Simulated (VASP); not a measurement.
All values below come from PBE GGA, VASP's PBE PAW potentials (set 64) (plane waves; VASP).

Input for VASP

**INCAR**
```
LCHARG=.False.
ISMEAR=1   ! Methfessel-Paxton
LASPH=.True.
ALGO=Normal   ! blocked Davidson
SYSTEM=AuZn
EDIFF=1E-6   ! SCF stop (eV)
SIGMA=0.1   ! width (eV)
IBRION=2
ENCUT=500
EDIFFG=-0.02   ! ionic stop
LWAVE=.False.
LREAL=.False.
GGA=PE   ! PBE
PREC=Accurate
LMAXMIX=6
NELM=100   ! most electronic steps
PSTRESS=450   ! kbar
ISIF=3
NSW=40   ! most ionic steps
```

File KPOINTS:
```
K-points
0
gamma
12 12 12
0 0 0
```

### POSCAR
```
AuZn
1
    2.9681735375    -0.0000000000     0.0000000000
    0.0000000000     2.9681735375    -0.0000000000
    0.0000000000    -0.0000000000     2.9681735375
Zn Au
1 1
Direct
  0.5000000000   0.5000000000   0.5000000000
  0.0000000000   0.0000000000   0.0000000000
```

POTCAR, in this order: Zn Au (PBE.64 set). Program: vasp_std.

The resulting files:

### OUTCAR
```
 ion  position               nearest neighbor table
   1  0.500  0.500  0.500-   2 2.57   2 2.57   2 2.57   2 2.57   2 2.57   2 2.57   2 2.57   2 2.57
  LATTYP: Found a simple cubic cell.
 ALAT       =     2.9681735375
 Subroutine PRICEL returns:
 Original cell was already a primitive cell.
 Subroutine GETGRP returns: Found 48 space group operations
The static configuration has the point symmetry O_h .
The dynamic configuration has the point symmetry O_h .
 Subroutine INISYM returns: Found 48 space group operations
 Subroutine IBZKPT returns following result:
 Found     84 irreducible k-points:

 Following reciprocal coordinates:
            Coordinates               Weight
  0.000000  0.000000  0.000000      1.000000
  0.083333  0.000000  0.000000      6.000000
  0.166667  0.000000  0.000000      6.000000
  0.250000  0.000000  0.000000      6.000000
  0.333333  0.000000  0.000000      6.000000
  0.416667  0.000000  0.000000      6.000000
  0.500000  0.000000  0.000000      3.000000
  0.083333  0.083333  0.000000     12.000000
  0.166667  0.083333  0.000000     24.000000
  0.250000  0.083333  0.000000     24.000000
  0.333333  0.083333  0.000000     24.000000
  0.416667  0.083333  0.000000     24.000000
  0.500000  0.083333  0.000000     12.000000
  0.166667  0.166667  0.000000     12.000000
  0.250000  0.166667  0.000000     24.000000
  0.333333  0.166667  0.000000     24.000000
  0.416667  0.166667  0.000000     24.000000
  0.500000  0.166667  0.000000     12.000000
  0.250000  0.250000  0.000000     12.000000
  0.333333  0.250000  0.000000     24.000000
  0.416667  0.250000  0.000000     24.000000
  0.500000  0.250000  0.000000     12.000000
  0.333333  0.333333  0.000000     12.000000
  0.416667  0.333333  0.000000     24.000000
  0.500000  0.333333  0.000000     12.000000
...
```

OSZICAR:
```
       N       E                     dE             d eps       ncg     rms          rms(c)
DAV:   1     0.123210384980E+03    0.12321E+03   -0.11740E+04  2608   0.204E+03
DAV:   2    -0.853408077347E+00   -0.12406E+03   -0.12041E+03  2590   0.346E+02
DAV:   3    -0.454792372516E+01   -0.36945E+01   -0.36731E+01  3031   0.680E+01
DAV:   4    -0.457030904209E+01   -0.22385E-01   -0.22384E-01  2940   0.452E+00
DAV:   5    -0.457053920123E+01   -0.23016E-03   -0.23016E-03  3136   0.482E-01    0.143E+01
DAV:   6    -0.410781581755E+01    0.46272E+00   -0.12710E+00  2611   0.138E+01    0.840E+00
DAV:   7    -0.406242065375E+01    0.45395E-01   -0.72464E-02  3144   0.578E+00    0.355E+00
DAV:   8    -0.405395581943E+01    0.84648E-02   -0.95697E-03  2968   0.140E+00    0.192E-01
DAV:   9    -0.405392717967E+01    0.28640E-04   -0.24129E-04  3158   0.541E-01    0.614E-02
DAV:  10    -0.405394042478E+01   -0.13245E-04   -0.29947E-05  2779   0.589E-02    0.312E-02
DAV:  11    -0.405394129622E+01   -0.87144E-06   -0.63664E-07  1778   0.209E-02
   1 F= 0.32906866E+01 E0= 0.32908661E+01  d E =0.329069E+01
```

**OUTCAR**
```
------------------------ aborting loop because EDIFF is reached ----------------------------------------
  FORCE on cell =-STRESS in cart. coord.  units (eV):
  Direction    XX          YY          ZZ          XY          YZ          ZX
  --------------------------------------------------------------------------------------
  Total        7.3272551      7.3272551      7.3272551     -0.0000000     -0.0000000      0.0000000
  in kB      448.9355798    448.9355798    448.9355798     -0.0000000     -0.0000000      0.0000000
  external PRESSURE =      -1.0644202 kB  Pullay stress =     450.0000000 kB
  volume of cell :       26.15
      direct lattice vectors                 reciprocal lattice vectors
     2.968173537  0.000000000  0.000000000     0.336907525  0.000000000  0.000000000
     0.000000000  2.968173537  0.000000000     0.000000000  0.336907525  0.000000000
     0.000000000  0.000000000  2.968173537     0.000000000  0.000000000  0.336907525
 POSITION                                       TOTAL-FORCE (eV/Angst)
 -----------------------------------------------------------------------------------
      1.48409      1.48409      1.48409         0.000000      0.000000      0.000000
      0.00000      0.00000      0.00000         0.000000      0.000000      0.000000
 -----------------------------------------------------------------------------------
    total drift:                                0.000000      0.000000     -0.000000
  FREE ENERGIE OF THE ION-ELECTRON SYSTEM (eV)
  ---------------------------------------------------
  free  energy   TOTEN  =        -4.0539412962 eV

  energy  without entropy=       -4.0534027753  energy(sigma->0) =       -4.05376179
  enthalpy is  TOTEN    =         3.2906866013 eV   P V=        7.3446278975

 reached required accuracy - stopping structural energy minimisation
```
(Selected blocks of OUTCAR.)

The compound is AuZn in the CsCl type structure. It was relaxed first under an external pressure of 45 GPa. The electron count is odd and the run is not spin-polarised, which forces a metal.
